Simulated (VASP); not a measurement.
Level of theory: PBEsol GGA, VASP's PBE PAW potentials (set 64) (plane waves; VASP 6.6.1). For the first row: Run with 400 eV cut-off, 10×10×10 Γ-centred mesh, tetrahedra with Blöchl corrections, potentials Be Au.

```tsv
system	energy (eV/atom)
Be5Au (sg216)	-4.1057
Be (hcp)	-3.9962
Au (fcc)	-3.9238
```

The references are the elements' solids at the same level; no temperature or zero-point terms are added.   Spin-orbit coupling is left out, which shifts such energies by up to tenths of an eV for the heavy elements here.

### Question
What is the formation energy per atom of Be₅Au?

### Answer
The references average (5×(-3.9962) + 1×(-3.9238))/6 = -3.9841 eV, so the formation energy is -4.1057 − (-3.9841) = -0.122 eV/atom.
